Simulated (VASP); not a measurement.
## Bulk modulus of diamond and zinc-blende semiconductors: measurement against PBE

Computed values from VASP (plane waves, PAW); cells keep the symmetry of their structure type. Static lattice, from a third-order Birch-Murnaghan fit over five volumes at each level.

Here x stands for PBE B0 and y for measured B0.

| solid | PBE B0 (GPa) | measured B0 (GPa) | cut-off (eV) | basis of the measured value |
|---|---|---|---|---|
| Sn | 35.2 | 42.8 | 520 | 0 K, zero-point corrected |
| InSb | 36.8 | 46.1 | 520 | 0 K, zero-point corrected |
| InP | 59.4 | 72.0 | 520 | 0 K, zero-point corrected |
| GaAs | 59.6 | 76.7 | 520 | 0 K, zero-point corrected |
| GaP | 76.3 | 89.6 | 520 | 0 K, zero-point corrected |
| BP | 161.7 | 176.5 | 520 | 0 K, zero-point corrected |
| SiC | 212.2 | ? | 520 | 0 K, zero-point corrected |

Q: Fit y against x with a straight line, and predict the withheld value at x = 212.2.

A: With u = x - 72, the rows have u = -36.80, -35.20, -12.60, -12.40, 4.30, 89.70. Means: u -0.50000, y 83.95. About the means, the sum of products is 11413 and the sum of squares of u is 10969; the slope is their ratio. Least squares gives y = 84.47 + 1.04050·u. Residuals (row less fit): -3.38, -1.74, 0.64, 5.13, 0.66, -1.30; standard error 3.29 (degrees of freedom: 4). The slope is 1.04 with a standard error of 0.031. Before the fit, PBE less measured has mean -12.45, mean absolute 12.45 and median absolute 12.95 GPa over these 6 rows. At the withheld row, u = 140.20, so y = 84.47 + 1.04050 × 140.20 = 230.35 GPa. The measured value is 229.1 GPa, 1.25 GPa below the prediction (0.7 % of the range of y in the table). The row lies outside the fitted rows, so this is an extrapolation. From the scatter of the fitted rows alone, a prediction at this place has a standard error of 5.67 GPa, so the miss is 0.2 times that.

Plain PBE misses this row by -16.9 GPa. Sn is here grey tin, stable below 13 °C. The rows are a random draw of 7 from the 13 solids that have both values on this basis (zero-point corrected by the source), of 26 computed in this series. Not drawn: V to Ni and open 4f shells, rows kept for tests, unfit runs, cells that left their space group, values derived or compiled from fits, values whose temperature is given only as extrapolated, encyclopaedia, home-page and unnamed sources, sources from 2025 on. Measured values as quoted by these papers, many of them computational: Sn Daniel Mejia-Rodriguez et al., Physical Review B (2018), arXiv:1807.09216; InSb Daniel Mejia-Rodriguez et al., Physical Review B (2018), arXiv:1807.09216; InP Daniel Mejia-Rodriguez et al., Physical Review B (2018), arXiv:1807.09216; GaAs Daniel Mejia-Rodriguez et al., Physical Review B (2018), arXiv:1807.09216; GaP Daniel Mejia-Rodriguez et al., Physical Review B (2018), arXiv:1807.09216; BP Tamar Goldzak et al., The Journal of Chemical Physics (2022), arXiv:2208.04865; SiC Daniel Mejia-Rodriguez et al., Physical Review B (2018), arXiv:1807.09216.
